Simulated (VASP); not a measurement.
# BeAl (P-6m2) in VASP: relaxation of cell and atoms with PBEsol+D3

Aim: the relaxation of cell and atoms of BeAl with PBEsol+D3.

Program: VASP 6.6.1. These are calculated values, not measurements. Logs are shortened: lines on timing, memory, paths and dates and some standing lists are left out, and cuts for length are marked.

### 1 The undisturbed crystal

Symmetry: P-6m2, No. 187, hexagonal system. The conventional cell has a = 2.716 Å, b = 2.716 Å, c = 4.019 Å, α = 90.00°, β = 90.00°, γ = 120.00°. Around Be (site symmetry -6m2) lie 6 Al at 2.55 Å and 6 Be at 2.72 Å. Al (site symmetry -6m2) has 6 Be at 2.55 Å and 6 Al at 2.72 Å as nearest neighbours.

The cell was built by a generator and needn't be a form met in nature.

### 2 Relaxation of cell and atoms, PBEsol+D3 (volume scaled by 0.88)

run.py

```python
from ase import Atoms
from ase.calculators.vasp import Vasp

atoms = Atoms(
    ['Be', 'Al'],
    cell=[[2.6025651066, 0.0, 0.0], [-1.3012825533, 2.2538839008, 0.0], [0.0, 0.0, 3.851410361]],
    scaled_positions=[[0.0, 0.0, 0.0], [0.33333, 0.66667, 0.5]],
    pbc=True,
)
calc = Vasp(
    directory='calc',
    xc='pbesol',
    pp='PBE',
    setups='gw',
    prec='Accurate',
    encut=680,
    ediff=1e-07,
    ismear=-1,
    sigma=0.02,
    lreal=False,
    lasph=False,
    nelm=60,
    algo='Normal',
    isif=3,
    lwave=False,
    lcharg=False,
    ivdw=11,
    ibrion=2,
    nsw=60,
    ediffg=-0.01,
    kpts=[11, 11, 7],
    gamma=True,
)
atoms.calc = calc

print('energy (eV):', atoms.get_potential_energy())
print('free energy (eV):', atoms.get_potential_energy(force_consistent=True))
print('forces (eV/A):')
print(atoms.get_forces())
print('stress (eV/A^3, Voigt):', atoms.get_stress())
print('Fermi level (eV):', calc.get_fermi_level())
print('cell (A, degrees):', atoms.cell.cellpar())
print('volume (A^3):', atoms.get_volume())
print('scaled positions:')
print(atoms.get_scaled_positions())
```

Potentials or basis: VASP PAW PBE potentials, release 64 (Be_sv_GW, Al_GW).

Command:

```sh
$ python run.py
```

The program printed:

```text
energy (eV): -14.91892415
free energy (eV): -14.91923291
forces (eV/A):
[[-2.678e-05  1.546e-05  0.000e+00]
 [ 2.678e-05 -1.546e-05  0.000e+00]]
stress (eV/A^3, Voigt): [-2.10770083e-04 -2.11659049e-04 -4.12751460e-04 -0.00000000e+00
 -0.00000000e+00 -7.70483094e-07]
Fermi level (eV): 6.56447417
cell (A, degrees): [  2.67771553   2.67771214   3.938315    90.          90.
 119.99983473]
volume (A^3): 24.455138644002556
scaled positions:
[[9.99999215e-01 7.84876570e-07 0.00000000e+00]
 [3.33330785e-01 6.66669215e-01 5.00000000e-01]]
```

OUTCAR:

```text
ENCUT = 680.000000
   EDIFF = 1.00e-07
   EDIFFG = -1.00e-02
   GGA = PS
   PREC = Accurate
   IBRION = 2
   ISIF = 3
   ISMEAR = -1
   NELM = 60
   NSW = 60
   IVDW = 11
   LASPH = .FALSE.
   LREAL = .FALSE.
 IVDW          = 11

 ion  position               nearest neighbor table
   1  0.000  0.000  0.000-
   2  0.333  0.667  0.500-

  LATTYP: Found a hexagonal cell.
 ALAT       =     2.6025651066
 C/A-ratio  =     1.4798516860

  Lattice vectors:

 A1 = (   2.6025651066,   0.0000000000,   0.0000000000)
 A2 = (  -1.3012825533,   2.2538839008,   0.0000000000)
 A3 = (   0.0000000000,   0.0000000000,   3.8514103610)

Analysis of symmetry for initial positions (statically):
=====================================================================
 Subroutine PRICEL returns:
 Original cell was already a primitive cell.

 Routine SETGRP: Setting up the symmetry group for a
 hexagonal supercell.

 Subroutine GETGRP returns: Found  4 space group operations
 (whereof  4 operations were pure point group operations)
 out of a pool of 24 trial point group operations.

The static configuration has the point symmetry C_2v.

Analysis of symmetry for dynamics (positions and initial velocities):
=====================================================================
 Subroutine PRICEL returns:
 Original cell was already a primitive cell.

 Routine SETGRP: Setting up the symmetry group for a
 hexagonal supercell.

 Subroutine GETGRP returns: Found  4 space group operations
 (whereof  4 operations were pure point group operations)
 out of a pool of 24 trial point group operations.

The dynamic configuration has the point symmetry C_2v.

 Subroutine INISYM returns: Found  4 space group operations
 (whereof  4 operations are pure point group operations),
 and found     1 'primitive' translations

----------------------------------------------------------------------------------------

                                     Primitive cell

  volume of cell :      22.5919

  direct lattice vectors                    reciprocal lattice vectors
     2.602565107  0.000000000  0.000000000     0.384236305  0.221839288  0.000000000
    -1.301282553  2.253883901  0.000000000     0.000000000  0.443678576  0.000000000
     0.000000000  0.000000000  3.851410361     0.000000000  0.000000000  0.259645145

  length of vectors
     2.602565107  2.602561992  3.851410361     0.443678045  0.443678576  0.259645145

  position of ions in fractional coordinates (direct lattice)
     0.000000000  0.000000000  0.000000000
     0.333330000  0.666670000  0.500000000

  ion indices of the primitive-cell ions
   primitive index   ion index
                 1           1
                 2           2

----------------------------------------------------------------------------------------

 KPOINTS: KPOINTS created by Atomic Simulation Env

Automatic generation of k-mesh.
 Grid dimensions read from file:
 generate k-points for:   11   11    7

 Generating k-lattice:

  Cartesian coordinates                     Fractional coordinates (reciprocal lattice)
     0.034930573  0.020167208  0.000000000     0.090909091 -0.000000000  0.000000000
     0.000000000  0.040334416  0.000000000     0.000000000  0.090909091  0.000000000
     0.000000000  0.000000000  0.037092164     0.000000000  0.000000000  0.142857143

  Length of vectors
     0.040334368  0.040334416  0.037092164

  Shift w.r.t. Gamma in fractional coordinates (k-lattice)
     0.000000000  0.000000000  0.000000000

 Subroutine IBZKPT returns following result:
 ===========================================

 Found    144 irreducible k-points:

 Following reciprocal coordinates:
            Coordinates               Weight
  0.000000  0.000000  0.000000      1.000000
  0.090909 -0.000000  0.000000      4.000000
 -0.090909  0.090909  0.000000      2.000000
  0.181818 -0.000000  0.000000      4.000000
 -0.181818  0.181818  0.000000      2.000000
  0.272727 -0.000000  0.000000      4.000000
[... 16 lines left out ...]
  0.454545  0.090909  0.000000      4.000000
  0.454545  0.454545  0.000000      2.000000
 [... further k-points ...]
   k-points           NKPTS =    144   k-points in BZ     NKDIM =    144   number of bands    NBANDS=      7
   number of dos      NEDOS =    301   number of ions     NIONS =      2
   total plane-waves  NPLWV =  20736
   dimension x,y,z NGX =    24 NGY =   24 NGZ =   36
   dimension x,y,z NGXF=    48 NGYF=   48 NGZF=   72
   ions per type =               1   1
   NGX,Y,Z   is equivalent  to a cutoff of  15.33, 15.33, 15.54 a.u.
   NGXF,Y,Z  is equivalent  to a cutoff of  30.66, 30.66, 31.08 a.u.
 SYSTEM =  unknown system
   PREC   = accura    normal or accurate (medium, high low for compatibility)
   ISTART =      0    job   : 0-new  1-cont  2-samecut
   ICHARG =      2    charge: 1-file 2-atom 10-const
   ISPIN  =      1    spin polarized calculation?
   LNONCOLLINEAR =      F non collinear calculations
   LSORBIT =      F    spin-orbit coupling
   LASPH  =      F    aspherical Exc in radial PAW
   ENCUT  =  680.0 eV  49.98 Ry    7.07 a.u.   5.53  5.53  8.19*2*pi/ulx,y,z
   NELM   =     60;   NELMIN=  2; NELMDL= -5     # of ELM steps
   EDIFF  = 0.1E-06   stopping-criterion for ELM
   LREAL  =      F    real-space projection
   EDIFFG = -.1E-01   stopping-criterion for IOM
   NSW    =     60    number of steps for IOM
   IBRION =      2    ionic relax: 0-MD 1-quasi-New 2-CG
   NFREE  =      1    steps in history (QN), initial steepest desc. (CG)
   ISIF   =      3    stress and relaxation
   ISYM   =      2    0-nonsym 1-usesym 2-fastsym
   POTIM  = 0.5000    time-step for ionic-motion
   TEBEG  =    0.0;   TEEND  =   0.0 temperature during run
   PSTRESS=    0.0 pullay stress
   NELECT =       7.0000    total number of electrons
   NUPDOWN=      -1.0000    fix difference up-down
   EMIN   =  10.00;   EMAX   =-10.00  energy-range for DOS
   EFERMI =   0.00;   METHOD = LEGACY
   ISMEAR =    -1;   SIGMA  =   0.02  broadening in eV -4-tet -1-fermi 0-gaus
   EFERMI_NEDOS =   21; number of points for ismear=-14 and -15
   IALGO  =     38    algorithm
   IMIX   =      4    mixing-type and parameters
     AMIX     =   0.40;   BMIX     =  1.00
     AMIX_MAG =   1.60;   BMIX_MAG =  1.00
  volume/ion in A,a.u.               =      11.30        76.23
  Fermi-wavevector in a.u.,A,eV,Ry     =   1.107788  2.093415 16.696982  1.227194
  Thomas-Fermi vector in A             =   2.244306
   LORBIT       =      0    0 simple, 1 ext, 2 COOP (PROOUT), +10 PAW based schemes
   GGA     = PS    functional components
   LHFCALC =     F    Hartree Fock is set to
   AEXX    =    0.0000 exact exchange contribution
   IVDW    =    11    specifies the selected vdW correction
   LEPSILON=     F    determine dielectric tensor
   LRPA    =     F    only Hartree local field effects (RPA)
 conjugate gradient relaxation of ions
 non-spin polarized calculation
  energy-cutoff  :      680.00
  volume of cell :       22.59
 maximum number of plane-waves:       934
 NGX is ok and might be reduce to    24
   NGX = 11   NGY = 11   NGZ = 17

--------------------------------------- Ionic step        1  -------------------------------------------

 number of electron       6.9999997 magnetization

 Free energy of the ion-electron system (eV)
  ---------------------------------------------------
  ext. energy  EPLUGINS =         0.00000000
  ---------------------------------------------------
  free energy    TOTEN  =       -14.48289087 eV

  energy without entropy =      -14.48171830  energy(sigma->0) =      -14.48230458

------------------------ aborting loop because EDIFF is reached ----------------------------------------

 Edisp (eV)   -0.37952

 E8    (eV) :    -0.2218

  FORCE on cell =-STRESS in cart. coord.  units (eV):
  Direction    XX          YY          ZZ          XY          YZ          ZX
  --------------------------------------------------------------------------------------
  -------------------------------------------------------------------------------------
  Total       1.50716     1.50722     1.29849     0.00006     0.00000     0.00000
  in kB     106.88499   106.88915    92.08650     0.00390     0.00000     0.00000
  external pressure =      101.95 kB  Pullay stress =        0.00 kB
[... 141 lines left out ...]
  energy  without entropy=      -14.9185118864  energy(sigma->0) =      -14.91882690

--------------------------------------- Ionic step        5  -------------------------------------------

 number of electron       7.0000001 magnetization

 Free energy of the ion-electron system (eV)
  ---------------------------------------------------
  ext. energy  EPLUGINS =         0.00000000
  ---------------------------------------------------
  free energy    TOTEN  =       -14.57068048 eV

  energy without entropy =      -14.57006295  energy(sigma->0) =      -14.57037172

 E-fermi :   6.5645     XC(G=0): -10.5896

 val. band max:        6.5173797794   @ k =  -0.4545   0.2727   0.1429
 cond. band min:       6.6870923304   @ k =   0.2727   0.1818   0.0000
 fundamental gap:      0.1697125509
 Fermi energy:         6.5644741701

 k-point     1 :       0.0000    0.0000    0.0000
  band No.  band energies     occupation
      1     -93.3069      2.00000
      2      -4.7711      2.00000
      3       2.8190      2.00000
      4       5.4409      2.00000
      5      16.5669      0.00000
      6      16.5670      0.00000
      7      20.6640      0.00000
[... 221 lines left out ...]
 k-point    24 :       0.4545    0.4545    0.0000
  band No.  band energies     occupation
      1     -93.3044      2.00000
      2       1.4515      2.00000
      3       1.8771      2.00000
      4       8.1924      0.00000
      5       9.6794      0.00000
      6      10.8219      0.00000
      7      10.8396      0.00000

 [... further k-points ...]

------------------------ aborting loop because EDIFF is reached ----------------------------------------

 Edisp (eV)   -0.34855

 E8    (eV) :    -0.2025

  FORCE on cell =-STRESS in cart. coord.  units (eV):
  Direction    XX          YY          ZZ          XY          YZ          ZX
  --------------------------------------------------------------------------------------
  -------------------------------------------------------------------------------------
  Total       0.00515     0.00518     0.01009     0.00002     0.00000     0.00000
  in kB       0.33769     0.33912     0.66130     0.00123     0.00000     0.00000
  external pressure =        0.45 kB  Pullay stress =        0.00 kB
[... 17 lines left out ...]
  FREE ENERGIE OF THE ION-ELECTRON SYSTEM (eV)
  ---------------------------------------------------
  free  energy   TOTEN  =       -14.9192329090 eV

  energy  without entropy=      -14.9186153828  energy(sigma->0) =      -14.91892415

 reached required accuracy - stopping structural energy minimisation
```

INCAR:

```text
ENCUT = 680.000000
SIGMA = 0.020000
EDIFF = 1.00e-07
EDIFFG = -1.00e-02
ALGO = Normal
GGA = PS
PREC = Accurate
IBRION = 2
ISIF = 3
ISMEAR = -1
NELM = 60
NSW = 60
IVDW = 11
LASPH = .FALSE.
LCHARG = .FALSE.
LWAVE = .FALSE.
LREAL = .FALSE.
```

It took 40 s on 1 thread of Intel Xeon 6975P-C (Granite Rapids), shared host; peak memory 0.21 GiB.

Results:

```
Free energy                            : -14.9192 eV
Relaxed volume                         : 12.23 Å³/atom
Relaxed cell                           : a = 2.678 Å, b = 2.678 Å, c = 3.938 Å, α = 90.00°, β = 90.00°, γ = 120.00°
Space group after relaxing (to 0.05 Å) : P-6m2 (No. 187)
Energy gained by relaxing              : 28.4 meV/atom
Ionic steps                            : 5
Pressure after relaxing                : 0.0 GPa
Band gap on the k mesh                 : none (metal or under the smearing width)
Dispersion energy per atom             : -0.174 eV
```

The path:
```csv
step,energy change (eV),largest force (eV/Å),pressure (GPa),volume (Å³)
1,0.0000,0.0000,10.20,22.59
2,-0.0524,0.0000,-2.46,25.02
3,-0.0567,0.0000,0.06,24.46
4,-0.0567,0.0000,-0.18,24.50
5,-0.0568,0.0000,0.04,24.46
```

Final structure:
```
Be Al
1.0
     2.67772    0.00000    0.00000
    -1.33885    2.31897    0.00000
     0.00000    0.00000    3.93831
Be Al
1 1
Direct
  0.00000 0.00000 0.00000
  0.33333 0.66667 0.50000
```

Levels at points of the mesh, in eV from the Fermi level:
```csv
k point,band 2,band 3,band 4,band 5,band 6,band 7
"(0.00, 0.00, 0.00)",-11.34,-3.75,-1.12,10.00,10.00,14.10
```

Caveat: the PAW data sets were made with another functional, which shifts forces and pressure a little; pairwise dispersion overbinds metals, which lowers pressure and volume.

### 3 For comparison

An earlier run on the cell as given: functional PBE; potentials or basis VASP PAW PBE potentials, release 64 (Be, Al); cutoff 520 eV; k mesh 11 × 11 × 7; occupations fermi-dirac, width 0.05 eV; no spin polarisation.

* Pressure: -0.1 GPa
* Band gap on the k mesh: none (metal or under the smearing width)
